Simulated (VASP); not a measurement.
Write the native input for VASP 6.6.1 that does the following.

```
Task                   : single point
Functional             : optB86b-vdW
Potentials or basis    : VASP PAW PBE potentials, release 64 (As, H)
Cutoff                 : 400 eV
k mesh                 : 1 × 1 × 1
Occupations            : gaussian, width 0.01 eV
Spin                   : no spin polarisation
Further INCAR settings : ALGO = Normal; EDIFF = 1e-07; NBANDS = 12; ISYM = 0
```

The structure of AsH3 lies in POSCAR:

```
AsH3                                    
1.0
   12.5572003111      0.0000000000      0.0000000000
    0.0000000000     13.0572003111      0.0000000000
    0.0000000000      0.0000000000     13.5572003111
  As              H             
     1     3
Selective dynamics
Direct
     0.5242353622000024    0.5072092103999992    0.4572508723000013   F   F   F
     0.5232520820333039    0.4114908037455250    0.5235243882956855   T   T   T
     0.5477478238870046    0.5751597638262167    0.5474368768548691   T   T   T
     0.4038029111756331    0.5213238326008973    0.4734786744177568   T   T   T
```

These files were run (other wordings do the same):

INCAR

```
SYSTEM = AsH3
PREC = Accurate
ENCUT = 400
EDIFF = 1E-7
ISMEAR = 0
SIGMA = 0.01
LREAL = .FALSE.
LASPH = .TRUE.
NELM = 80
ALGO = Normal
ISIF = 2
LWAVE = .FALSE.
LCHARG = .FALSE.
GGA = MK
LUSE_VDW = .TRUE.
AGGAC = 0.0
PARAM1 = 0.1234
PARAM2 = 1.0
NBANDS = 12
ISYM = 0
```

KPOINTS

```
Automatic mesh
0
G
  1 1 1
  0 0 0
```

Potentials or basis: VASP PAW PBE potentials, release 64 (As, H).

Launch:

```console
$ cat potpaw_PBE.64/As/POTCAR potpaw_PBE.64/H/POTCAR > POTCAR
$ mpirun -np 4 vasp_gam > vasp.out
```

It gave:

The largest force is 0.046 eV/Å and the gap between the frontier levels is 5.81 eV.

Caveat: the PAW data sets were made with another functional, which shifts forces and pressure a little.

Wall time 4.5 min on 4 MPI ranks on Intel(R) Xeon(R) Platinum 8488C (Sapphire Rapids), with other jobs on the host, peak memory 1.2 GiB a rank.
